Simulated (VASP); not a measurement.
VASP ran on this input.

### INCAR
```
# general
SYSTEM  = BN
PREC    = Accurate
ENCUT   = 620
LREAL   = .FALSE.   # projection in real space or not
LASPH   = .TRUE.

# electronic loop
EDIFF   = 1E-6   # SCF stop (eV)
NELM    = 100
ALGO    = Normal   # blocked Davidson

# smearing
ISMEAR  = 0   # Gaussian
SIGMA   = 0.05   # width (eV)

# functional
GGA     = PS   # PBEsol

# ions
IBRION  = 2
NSW     = 40   # most ionic steps
ISIF    = 3   # ions, shape and volume
EDIFFG  = -0.02   # ionic stop
PSTRESS = 450   # kbar

# output
LWAVE   = .FALSE.
LCHARG  = .FALSE.
```

### POSCAR
```
BN
1
    1.2421528139    -2.1514720086     0.0000000000
    1.2421528139     2.1514720086     0.0000000000
    0.0000000000     0.0000000000     4.1105557058
B N
2 2
Direct
  0.6666670000   0.3333330000   0.5004526499
  0.3333330000   0.6666670000   0.0004526499
  0.6666670000   0.3333330000   0.8745473501
  0.3333330000   0.6666670000   0.3745473501
```

### KPOINTS
```
Automatic mesh
0
Gamma
10 10 6
0 0 0
```

POTCAR, in this order: B N (PBE.64 set). Program: vasp_std.

### Question
Translate this PBEsol calculation to Ansatz.

### Answer
One equivalent input (not run):
Ansatz 0.2 input:
```yaml
crystal:
  lattice:
    - [1.2421528, -2.1514720, 0.0000000]
    - [1.2421528, 2.1514720, 0.0000000]
    - [0.0000000, 0.0000000, 4.1105557]
  atoms:
    - { symbol: B, position: [0.6666670, 0.3333330, 0.5004526] }
    - { symbol: B, position: [0.3333330, 0.6666670, 0.0004526] }
    - { symbol: N, position: [0.6666670, 0.3333330, 0.8745474] }
    - { symbol: N, position: [0.3333330, 0.6666670, 0.3745474] }
kpoints:
  mp_grid: { grid: [10, 10, 6] }
hamiltonian:
  xc: pbesol
  pseudopotentials: { kind: paw }
scf:
  occupations: { method: gaussian, width: 0.05 }
  max_iter: 100
relax:
  max_steps: 40
  f_tol: 0.02
  cell: { p_target: 45 }
output: { forces: true, stress: true, eigenvalues: true }
```
The two are equivalent in intent, not identical: each code has its own PAW files, so the cut-off isn't converted (ENCUT is set for VASP's; basis.ecutwfc is left out, and Ansatz then takes the one that its files recommend); Ansatz stops its SCF on the density residual and VASP on the energy change (EDIFF).

The compound is BN in the wurtzite structure, a metastable high-pressure form. This run relaxes it under an external pressure of 45 GPa. Symmetry was kept, so distortions that lower it aren't found.
